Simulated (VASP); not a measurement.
Output of a VASP run:

File OUTCAR:
```
 ion  position               nearest neighbor table
   1  0.231  0.231  0.231-   2 2.51   2 2.51   2 2.51
   2  0.769  0.769  0.769-   1 2.51   1 2.51   1 2.51
  LATTYP: Found a trigonal (rhomboedric) cell.
 ALAT       =     3.9714689150
 COS(alpha) =     0.5539454784
 Subroutine PRICEL returns:
 Original cell was already a primitive cell.
 Subroutine GETGRP returns: Found 12 space group operations
The static configuration has the point symmetry D_3d.
The dynamic configuration has the point symmetry D_3d.
 Subroutine INISYM returns: Found 12 space group operations
 Subroutine IBZKPT returns following result:
 Found    189 irreducible k-points:

 Following reciprocal coordinates:
            Coordinates               Weight
  0.000000  0.000000  0.000000      1.000000
  0.083333 -0.000000  0.000000      6.000000
  0.166667 -0.000000  0.000000      6.000000
  0.250000  0.000000  0.000000      6.000000
  0.333333 -0.000000  0.000000      6.000000
  0.416667 -0.000000  0.000000      6.000000
  0.500000  0.000000  0.000000      3.000000
  0.083333  0.083333  0.000000      6.000000
  0.166667  0.083333  0.000000     12.000000
  0.250000  0.083333  0.000000     12.000000
  0.333333  0.083333  0.000000     12.000000
  0.416667  0.083333  0.000000     12.000000
  0.500000  0.083333  0.000000     12.000000
 -0.416667  0.083333 -0.000000     12.000000
 -0.333333  0.083333 -0.000000     12.000000
 -0.250000  0.083333 -0.000000     12.000000
 -0.166667  0.083333 -0.000000     12.000000
 -0.083333  0.083333  0.000000      6.000000
  0.166667  0.166667  0.000000      6.000000
  0.250000  0.166667  0.000000     12.000000
  0.333333  0.166667  0.000000     12.000000
  0.416667  0.166667  0.000000     12.000000
  0.500000  0.166667  0.000000     12.000000
 -0.416667  0.166667 -0.000000     12.000000
 -0.333333  0.166667 -0.000000     12.000000
 -0.250000  0.166667 -0.000000     12.000000
 -0.166667  0.166667  0.000000      6.000000
  0.250000  0.250000  0.000000      6.000000
  0.333333  0.250000  0.000000     12.000000
  0.416667  0.250000  0.000000     12.000000
  0.500000  0.250000  0.000000     12.000000
 -0.416667  0.250000 -0.000000     12.000000
 -0.333333  0.250000 -0.000000     12.000000
 -0.250000  0.250000  0.000000      6.000000
  0.333333  0.333333  0.000000      6.000000
  0.416667  0.333333  0.000000     12.000000
  0.500000  0.333333  0.000000     12.000000
 -0.416667  0.333333 -0.000000     12.000000
 -0.333333  0.333333  0.000000      6.000000
  0.416667  0.416667  0.000000      6.000000
   k-points           NKPTS =    189   k-points in BZ     NKDIM =    189   number of bands    NBANDS=      9
   number of dos      NEDOS =    301   number of ions     NIONS =      2
   total plane-waves  NPLWV =  27000
   dimension x,y,z NGX =    30 NGY =   30 NGZ =   30
   dimension x,y,z NGXF=    60 NGYF=   60 NGZF=   60
   ions per type =               2
   PREC   = accura    normal or accurate (medium, high low for compatibility)
   ISTART =      0    job   : 0-new  1-cont  2-samecut
   ICHARG =      2    charge: 1-file 2-atom 10-const
   ISPIN  =      1    spin polarized calculation?
   LNONCOLLINEAR =      F non collinear calculations
   LSORBIT =      F    spin-orbit coupling
   INIWAV =      1    electr: 0-lowe 1-rand  2-diag
   ENCUT  =  520.0 eV  38.22 Ry    6.18 a.u.   7.38  7.38  7.38*2*pi/ulx,y,z
   NELM   =    100;   NELMIN=  2; NELMDL= -5     # of ELM steps
   EDIFF  = 0.1E-06   stopping-criterion for ELM
   LREAL  =      F    real-space projection
   NLSPLINE    = F    spline interpolate recip. space projectors
   LMAXMIX     =    4 max onsite mixed and CHGCAR
   VOSKOWN=      0    Vosko Wilk Nusair interpolation
   EDIFFG = -.1E-01   stopping-criterion for IOM
   NSW    =     30    number of steps for IOM
   NBLOCK =      1;   KBLOCK =     30    inner block; outer block
...
```

OSZICAR:
```
...
DAV:  12    -0.927522898641E+01   -0.13458E-06   -0.36669E-08  1856   0.138E-03    0.295E-04
DAV:  13    -0.927522898690E+01   -0.49636E-09   -0.12877E-08  1743   0.939E-04
   1 F= -.10167944E+02 E0= -.10167971E+02  d E =-.101679E+02
       N       E                     dE             d eps       ncg     rms          rms(c)
DAV:   1    -0.927759966189E+01   -0.23707E-02   -0.11984E-01  3441   0.213E+00    0.841E-02
DAV:   2    -0.927790390071E+01   -0.30424E-03   -0.36937E-03  3851   0.465E-01    0.474E-02
DAV:   3    -0.927788303711E+01    0.20864E-04   -0.39445E-05  4025   0.462E-02    0.220E-02
DAV:   4    -0.927787877921E+01    0.42579E-05   -0.14132E-05  3773   0.263E-02    0.471E-03
DAV:   5    -0.927787833058E+01    0.44863E-06   -0.10748E-06  3585   0.765E-03    0.642E-04
DAV:   6    -0.927787832517E+01    0.54100E-08   -0.42102E-08  1781   0.179E-03
   2 F= -.10170568E+02 E0= -.10170604E+02  d E =-.262460E-02
       N       E                     dE             d eps       ncg     rms          rms(c)
DAV:   1    -0.927817197684E+01   -0.29365E-03   -0.45320E-02  3441   0.131E+00    0.520E-02
DAV:   2    -0.927828739480E+01   -0.11542E-03   -0.13986E-03  3861   0.287E-01    0.288E-02
DAV:   3    -0.927827908432E+01    0.83105E-05   -0.14099E-05  3997   0.279E-02    0.134E-02
DAV:   4    -0.927827682706E+01    0.22573E-05   -0.51423E-06  3806   0.160E-02    0.276E-03
DAV:   5    -0.927827655938E+01    0.26768E-06   -0.37876E-07  3553   0.456E-03    0.395E-04
DAV:   6    -0.927827655378E+01    0.55933E-08   -0.14934E-08  1732   0.107E-03
   3 F= -.10170950E+02 E0= -.10170994E+02  d E =-.300641E-02
       N       E                     dE             d eps       ncg     rms          rms(c)
DAV:   1    -0.927827729841E+01   -0.73903E-06   -0.22977E-04  3442   0.933E-02    0.372E-03
DAV:   2    -0.927827804182E+01   -0.74341E-06   -0.71196E-06  3852   0.205E-02    0.206E-03
DAV:   3    -0.927827816901E+01   -0.12719E-06   -0.68660E-08  3159   0.197E-03    0.956E-04
DAV:   4    -0.927827829378E+01   -0.12476E-06   -0.26431E-08  1724   0.120E-03    0.180E-04
DAV:   5    -0.927827831185E+01   -0.18076E-07   -0.32016E-09  1712   0.471E-04
   4 F= -.10170953E+02 E0= -.10170997E+02  d E =-.300937E-02
       N       E                     dE             d eps       ncg     rms          rms(c)
DAV:   1    -0.927864612915E+01   -0.36784E-03   -0.14536E-02  3473   0.727E-01    0.564E-02
DAV:   2    -0.927859881610E+01    0.47313E-04   -0.43159E-04  3627   0.149E-01    0.309E-02
DAV:   3    -0.927857504078E+01    0.23775E-04   -0.11103E-04  4354   0.656E-02    0.726E-03
DAV:   4    -0.927857558248E+01   -0.54170E-06   -0.78982E-06  3538   0.229E-02    0.334E-03
DAV:   5    -0.927857556449E+01    0.17982E-07   -0.75144E-07  3934   0.630E-03
   5 F= -.10171293E+02 E0= -.10171311E+02  d E =-.340031E-03
       N       E                     dE             d eps       ncg     rms          rms(c)
DAV:   1    -0.927862356081E+01   -0.47978E-04   -0.45705E-03  3474   0.408E-01    0.316E-02
DAV:   2    -0.927860910764E+01    0.14453E-04   -0.13490E-04  3627   0.837E-02    0.173E-02
DAV:   3    -0.927860175484E+01    0.73528E-05   -0.34316E-05  4337   0.365E-02    0.407E-03
DAV:   4    -0.927860192219E+01   -0.16735E-06   -0.24597E-06  3543   0.128E-02    0.187E-03
DAV:   5    -0.927860190380E+01    0.18387E-07   -0.23292E-07  2976   0.355E-03
   6 F= -.10171342E+02 E0= -.10171345E+02  d E =-.388989E-03
```

File OUTCAR:
```
------------------------ aborting loop because EDIFF is reached ----------------------------------------
 Edisp (eV)   -0.89274
  FORCE on cell =-STRESS in cart. coord.  units (eV):
  Direction    XX          YY          ZZ          XY          YZ          ZX
  --------------------------------------------------------------------------------------
  Total       0.44161     0.44154     0.44155     0.00000    -0.00000     0.00002
  in kB      17.44160    17.43893    17.43918     0.00000    -0.00000     0.00082
  external pressure =       17.44 kB  Pullay stress =        0.00 kB
  volume of cell :       40.57
      direct lattice vectors                 reciprocal lattice vectors
     3.471773970 -1.884475309 -0.067085378     0.141766285 -0.265325843 -0.116560451
     3.471773970  1.884475309 -0.067085378     0.141766285  0.265325843 -0.116560451
     2.509147899 -0.000000000  3.051743307     0.006232795  0.000000000  0.322556944
 POSITION                                       TOTAL-FORCE (eV/Angst)
 -----------------------------------------------------------------------------------
      2.19288     -0.00000      0.67683         0.001513     -0.000000      0.000467
      7.25982     -0.00000      2.24074        -0.001513      0.000000     -0.000467
 -----------------------------------------------------------------------------------
    total drift:                                0.000000      0.000000      0.000000
  FREE ENERGIE OF THE ION-ELECTRON SYSTEM (eV)
  ---------------------------------------------------
  free  energy   TOTEN  =       -10.1713420529 eV

  energy  without entropy=      -10.1713497110  energy(sigma->0) =      -10.17134461

 reached required accuracy - stopping structural energy minimisation
```
(Selected blocks of OUTCAR.)

POSCAR:
```
As
1
    3.5002936550    -1.8755564299    -0.0528937586
    3.5002936550     1.8755564299    -0.0528937586
    2.5422235259     0.0000000000     3.0511740834
As
2
Direct
  0.2305812974   0.2305812974   0.2305812974
  0.7694187026   0.7694187026   0.7694187026
```

Reconstruct the remaining input files.

One answer among several that fit: the input of the run itself, PBE GGA with D3 dispersion (Becke-Johnson damping), plane waves, VASP's PBE PAW potentials (set 64).

INCAR:
```
SYSTEM = As
PREC = Accurate; ENCUT = 520; LREAL = .False.
LASPH = .True.
EDIFF = 1E-7; NELM = 100; ALGO = Normal
LMAXMIX = 4
ISMEAR = 1; SIGMA = 0.1
GGA = PE; IVDW = 12
IBRION = 2; NSW = 30; ISIF = 4
EDIFFG = -0.01
LWAVE = .False.; LCHARG = .False.
```

KPOINTS:
```
Automatic mesh
0
Gamma
12 12 12
0 0 0
```

POTCAR, in this order: As (PBE.64 set). Program: vasp_std.

The compound is As in the a7 structure. This cell is one point of a volume scan, at 0.97 of the reference volume. Symmetry was kept, so distortions that lower it aren't found.
